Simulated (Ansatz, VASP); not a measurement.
# Si2O: VASP beside Ansatz, part 3 of 3

Aim: how closely do two programs agree when they are given the same cell, functional and k mesh? Of the first pair: The structure shown is frame 165 of Ansatz's trajectory.

VASP 6.6.1 and Ansatz 0.2.0.

So far. Step 6 (VASP: single point, PBE, pair 2): The run ends at a pressure of -1.23 GPa, with forces up to 3.5 eV/Å.

## 9. VASP: single point, PBE, pair 3

Level of this step: PBE; plane waves and PAW (Si, O) (VASP).

The same cell, functional, mesh and smearing now go to VASP, with its own data sets.

Contents of INCAR:

```
SYSTEM = Si2O
PREC = Accurate
ENCUT = 520
EDIFF = 1E-06
NELM = 120
ISMEAR = -1
SIGMA = 0.1
LREAL = Auto
ALGO = Normal
GGA = PE
NBANDS = 128
LORBIT = 11
LWAVE = .FALSE.
LCHARG = .FALSE.
ISIF = 2
LASPH = .TRUE.
GGA_COMPAT = .FALSE.
EFERMI = MIDGAP
NCORE = 2
```

Contents of POSCAR:

```
Si2O
1.0
    9.1363297067      0.0000000000      0.0000000000
    0.0000000000      9.1363297067      0.0000000000
    0.0000000000      0.0000000000      9.1363297067
Si O
28 14
Direct
    0.5177376640      0.4600284945      0.4513372582
    0.0656150795      0.2908175798      0.9326826279
    0.9186970337      0.6468929198      0.6415392382
    0.1605972034      0.1726938553      0.6881478889
    0.9830089640      0.8072805977      0.2371927316
    0.9979083504      0.0678662023      0.2775409909
    0.7752804712      0.8392132559      0.0484969363
    0.9738585718      0.5424903828      0.2989165330
    0.8629001200      0.5162486635      0.0374226862
    0.0347395840      0.4150665663      0.5358669353
    0.3095078758      0.4785578170      0.6128630621
    0.6352113142      0.9418581943      0.7243747996
    0.5222387056      0.7485209290      0.5662085505
    0.9549429892      0.1166084552      0.5361352050
    0.1309385758      0.7509014254      0.7445481083
    0.0596134674      0.0363750329      0.9439541899
    0.2094308176      0.8171551640      0.9930387801
    0.1464506036      0.2680771249      0.1886607703
    0.0550432193      0.5142518003      0.8042367058
    0.7256749934      0.5478167011      0.8009154918
    0.7403853864      0.3015386246      0.9837968077
    0.7746731157      0.0996472678      0.1274005030
    0.4682948336      0.6090050577      0.7776939130
    0.9085986357      0.9078048041      0.7810531394
    0.4890560152      0.2846671567      0.1762724579
    0.1914209596      0.7811946623      0.4798031749
    0.7326188103      0.2497024597      0.6211288539
    0.4735856891      0.7991317339      0.9593739807
    0.3717639478      0.8100603018      0.4697535157
    0.1182649964      0.4323201030      0.2570881388
    0.8725697258      0.9710903603      0.6068968807
    0.5558858057      0.3285066429      0.0036973593
    0.1323196556      0.7485057924      0.1324539546
    0.4957714033      0.4423442596      0.2730286756
    0.7186761217      0.3539569065      0.7876256912
    0.4988138723      0.9377981394      0.8426284128
    0.6146686011      0.1637084090      0.2356491139
    0.6406994042      0.3625112169      0.5180591279
    0.3111930164      0.2843180011      0.6523086613
    0.6234421461      0.1082538968      0.6567495036
    0.3232287029      0.2287536754      0.1696791100
    0.5977011749      0.6312221850      0.4484307300
```

Contents of KPOINTS:

```
Automatic mesh
0
Gamma
1 1 1
0 0 0
```

The projector-augmented-wave data sets are Si and O (PBE family, release 64).

Command:

```console
> mpirun -np 8 vasp_gam
```

Numbers of over 12 decimals in the logs are rounded to 6 here.

What it wrote:

```text
[... set-up lines as in an earlier step ...]
 entering main loop
       N       E                     dE             d eps       ncg     rms          rms(c)
DAV:   1     0.145061950832E+04    0.14506E+04   -0.98503E+04   256   0.140E+03
DAV:   2    -0.109706627773E+03   -0.15603E+04   -0.14770E+04   336   0.291E+02
DAV:   3    -0.276399555078E+03   -0.16669E+03   -0.16459E+03   312   0.993E+01
DAV:   4    -0.280955235564E+03   -0.45557E+01   -0.45305E+01   304   0.178E+01
[...]
DAV:  18    -0.257235647904E+03    0.26603E-05   -0.28135E-05   376   0.216E-02    0.846E-03
DAV:  19    -0.257235648438E+03   -0.53408E-06   -0.13570E-05   288   0.117E-02    0.561E-03
DAV:  20    -0.257235648341E+03    0.96583E-07   -0.22587E-06   192   0.532E-03
   1 F= -.25723565E+03 E0= -.25710465E+03  d E =-.261997E+00
```

From OUTCAR (step 9):

```text
  Total      -20.2457482      3.9776119    -15.0647622      1.4477605     -6.8095697     -0.4815132
  in kB      -42.5333042      8.3563706    -31.6488235      3.0415294    -14.3058925     -1.0115876
  external PRESSURE =     -21.9419190 kB  Pullay stress =       0.0000000 kB

 POSITION                                       TOTAL-FORCE (eV/Angst)
 -----------------------------------------------------------------------------------
      4.73022      4.20297      4.12357        -1.143456      3.596158     -1.490383
      0.59948      2.65701      8.52130        -0.245192     -0.204649      0.385421
      8.39352      5.91023      5.86131        -1.633575     -0.106089     -0.868968
      1.46727      1.57779      6.28715         0.912524      0.575312      0.887180
      8.98109      7.37558      2.16707         0.352460     -0.620613     -0.391675
      9.11722      0.62005      2.53571        -0.008920      1.014486     -0.347133
      7.08322      7.66733      0.44308         0.209525     -0.068761     -0.112972
      8.89749      4.95637      2.73100        -0.760585     -0.594681     -0.241207
      7.88374      4.71662      0.34191         0.608508      0.850781     -0.058909
      0.31739      3.79218      4.89586        -0.084737      0.728218      0.201304
      2.82777      4.37226      5.59932        -0.342402     -1.808611      0.659833
      5.80350      8.60513      6.61813        -0.202363     -0.428636     -1.294804
      4.77134      6.83873      5.17307        -0.269111      0.649305     -0.160543
      8.72467      1.06537      4.89831         0.395711      1.478936      0.130743
[...]
-----------------------------------------------------------------------------------
    total drift:                               -0.001230     -0.001790      0.002311

  FREE ENERGIE OF THE ION-ELECTRON SYSTEM (eV)
  ---------------------------------------------------
  free  energy   TOTEN  =      -257.2356483412 eV

  energy  without entropy=     -256.9736514729  energy(sigma->0) =     -257.10464991

[... 2 parts as in an earlier step ...]

[... 1 further part left out ...]
[key lines of the parts left out:]
E-fermi :   4.5721
```

The run ends at a pressure of -2.19 GPa, with forces up to 4.1 eV/Å.

## 10. Side by side

Forces on 9 of the 42 atoms, those with the largest forces and the largest differences (eV/Å; atoms numbered as in POSCAR):

```
atom          Ansatz x, y, z            VASP x, y, z
 Si1   -1.134, 3.591, -1.514   -1.143, 3.596, -1.490
 Si3  -1.642, -0.102, -0.882  -1.634, -0.106, -0.869
Si11   -0.360, -1.846, 0.675   -0.342, -1.809, 0.660
Si13   -0.277, 0.606, -0.203   -0.269, 0.649, -0.161
Si17    0.961, 1.405, -1.605    1.007, 1.421, -1.662
Si21   -0.883, 0.768, -0.866   -0.827, 0.761, -0.862
Si25    2.858, 0.855, -1.104    2.820, 0.863, -1.116
 O32   -0.454, -0.600, 1.924   -0.493, -0.580, 1.897
 O38    1.795, -1.739, 0.667    1.809, -1.752, 0.677
```

The forces differ by 20 meV/Å r.m.s., which is 2.4 % of the r.m.s. force of 0.863 eV/Å (both taken over all components).

## 11. What came out

- r.m.s. force difference (single point, PBE, pair 1): 2.0 % of the r.m.s. force
- r.m.s. force difference (single point, PBE, pair 2): 3.0 % of the r.m.s. force
- r.m.s. force difference (single point, PBE, pair 3): 2.4 % of the r.m.s. force

In words: The r.m.s. force difference is 3.0 % of the r.m.s. force (single point, PBE, pair 2), at about the 3 % picked in this series as the mark of a large difference. Ansatz's own log doubts the convergence of its single point, PBE, pair 2 run, which may account for the difference. 6 further runs of this series are not shown here. How closely two codes agree says nothing of how well the functional describes the real material.

[Lines on the potential files, build, host, timing and source positions are cut from VASP's logs without a mark.]

[Logs are printed without paths, hosts, clocks, repeated set-up lines and the standing remarks that a program may print on its own settings, such as how far it seeks lower states.]

[Hosts, paths, dates, database ids (printed as entryN), source tags and the programs' standing remarks are cut or masked in the printed files.]
